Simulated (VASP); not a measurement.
Calculation: optB86b-vdW, VASP's PBE PAW potentials (set 64) (plane waves; VASP).

The input files of a VASP run:

### KPOINTS
```
Regular mesh
0
G
 10 10 10
```

### INCAR
```
! general
SYSTEM    =  NaF
PREC      =  Accurate
ENCUT     =  520
LREAL     =  .False.
LASPH     =  .True.

! electronic loop
EDIFF     =  1E-7   ! SCF stop (eV)
NELM      =  100   ! most electronic steps
ALGO      =  Normal   ! blocked Davidson

! smearing
ISMEAR    =  0   ! Gaussian
SIGMA     =  0.05   ! width (eV)

! functional
GGA       =  MK
LUSE_VDW  =  .True.
AGGAC     =  0.0
PARAM1    =  0.1234
PARAM2    =  1.0

! ions
ISIF      =  2

! output
LWAVE     =  .False.
LCHARG    =  .False.
```

File POSCAR:
```
NaF
1
    0.0000000000     2.3399961133     2.3399961133
    2.3399961133     0.0000000000     2.3399961133
    2.3399961133     2.3399961133     0.0000000000
Na F
1 1
Direct
  1.0000000000   1.0000000000   1.0000000000
  0.5000000000   0.5000000000   0.5000000000
```

POTCAR, in this order: Na_pv F (PBE.64 set). Program: vasp_std.

The run wrote:

OSZICAR:
```
       N       E                     dE             d eps       ncg     rms          rms(c)
DAV:   1     0.115393425049E+03    0.11539E+03   -0.83300E+03  1052   0.152E+03
DAV:   2     0.113677957309E+01   -0.11426E+03   -0.10699E+03  1102   0.371E+02
DAV:   3    -0.542521079812E+01   -0.65620E+01   -0.65413E+01  1172   0.892E+01
DAV:   4    -0.548883498636E+01   -0.63624E-01   -0.63611E-01  1139   0.962E+00
DAV:   5    -0.548954400718E+01   -0.70902E-03   -0.70901E-03  1178   0.104E+00    0.532E+00
DAV:   6    -0.462502840331E+01    0.86452E+00   -0.37828E+00  1220   0.187E+01    0.186E+00
DAV:   7    -0.461500824396E+01    0.10020E-01   -0.31956E-02  1043   0.271E+00    0.104E+00
DAV:   8    -0.461610627559E+01   -0.10980E-02   -0.30040E-02  1040   0.459E+00    0.127E-01
DAV:   9    -0.461702253017E+01   -0.91625E-03   -0.45965E-03  1160   0.749E-01    0.985E-02
DAV:  10    -0.461690780621E+01    0.11472E-03   -0.71330E-04  1091   0.360E-01    0.705E-03
DAV:  11    -0.461690779101E+01    0.15199E-07   -0.25981E-05  1154   0.129E-01    0.435E-03
DAV:  12    -0.461690821557E+01   -0.42456E-06   -0.24848E-06  1115   0.357E-02    0.187E-03
DAV:  13    -0.461690803361E+01    0.18196E-06   -0.44211E-07  1082   0.776E-03    0.586E-04
DAV:  14    -0.461690799158E+01    0.42029E-07   -0.38314E-08   631   0.455E-03
   1 F= -.46169080E+01 E0= -.46169080E+01  d E =-.347794E-13
```

**OUTCAR**
```
------------------------ aborting loop because EDIFF is reached ----------------------------------------
  FORCE on cell =-STRESS in cart. coord.  units (eV):
  Direction    XX          YY          ZZ          XY          YZ          ZX
  --------------------------------------------------------------------------------------
  Total       -0.1995305     -0.1995305     -0.1995305      0.0000000      0.0000000     -0.0000000
  in kB      -12.4751139    -12.4751139    -12.4751139      0.0000000      0.0000000     -0.0000000
  external PRESSURE =     -12.4751139 kB  Pullay stress =       0.0000000 kB
  volume of cell :       25.63
      direct lattice vectors                 reciprocal lattice vectors
     0.000000000  2.339996113  2.339996113    -0.213675569  0.213675569  0.213675569
     2.339996113  0.000000000  2.339996113     0.213675569 -0.213675569  0.213675569
     2.339996113  2.339996113  0.000000000     0.213675569  0.213675569 -0.213675569
  FREE ENERGIE OF THE ION-ELECTRON SYSTEM (eV)
  ---------------------------------------------------
  free  energy   TOTEN  =        -4.6169079916 eV

  energy  without entropy=       -4.6169079916  energy(sigma->0) =       -4.61690799
```
(Selected blocks of OUTCAR.)

The compound is NaF in the rock salt structure. This cell is one point of a volume scan, at 1.03 of the reference volume.
